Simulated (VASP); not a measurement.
Data:

```xyz
4
Lattice="3.8165 0.0000 0.0000 -1.9083 3.3052 0.0000 0.0000 0.0000 6.3790" Properties=species:S:1:pos:R:3 pbc="T T T"
Cd     0.0000     0.0000     0.0000
Cd     0.0000     0.0000     3.1895
S      0.0000     2.2035     1.5947
S      1.9083     1.1017     4.7842
```

Method: PBEsol GGA, VASP's PBE PAW potentials (set 64) (plane waves; VASP). Settings: 500 eV cut-off, 7×7×4 Γ-centred mesh, Gaussian smearing of 0.050 eV, potentials Cd S.

Problem. Estimate the energy per atom (σ→0).

Solution. 
```
Quantity                        Value
---------------------  --------------
energy per atom (σ→0)  -3.278 eV/atom
```

The absolute energy has meaning only against runs of the same code, potentials and settings.

The structure was generated: CdS was put into the NiAs type type (P6_3/mmc), which need not be its known phase. It was relaxed first, which changed the volume by +7 %.
